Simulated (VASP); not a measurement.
These are PBE GGA, VASP's PBE PAW potentials (set 64) (plane waves; VASP 6.6.1) values and carry that method's errors.

A VASP calculation is set up with these files.

**INCAR**
```
SYSTEM = As
PREC = Accurate
ENCUT = 520
EDIFF = 1E-7
NELM = 100
ALGO = Normal
LREAL = .FALSE.
LASPH = .TRUE.
ISMEAR = -5
GGA = PE
LMAXMIX = 4
LWAVE = .FALSE.
LCHARG = .TRUE.
LORBIT = 11
NEDOS = 601
ISIF = 2
```

**POSCAR**
```
As
1
    3.7314554449    -1.9099333761    -0.0023171435
    3.7314554449     1.9099333761    -0.0023171435
    2.7558249004     0.0000000000     3.1586449421
As
2
Direct
  0.2270630905   0.2270630905   0.2270630905
  0.7729369095   0.7729369095   0.7729369095
```

KPOINTS:
```
Automatic mesh
0
Gamma
13 13 13
0 0 0
```

POTCAR, in this order: As (PBE.64 set). Program: vasp_std.

Q: What will the output report for the number of irreducible k-points (NKPTS), largest plane-wave count, number of space-group operations, FFT grid (NGX, NGY, NGZ)?

A: 
The number of irreducible k-points (NKPTS) comes out as 231 and the largest plane-wave count is 1232. The number of space-group operations comes out as 12 and the FFT grid (NGX, NGY, NGZ) comes out as 32 × 32 × 32.

The compound is As in the a7 structure. It was relaxed first.
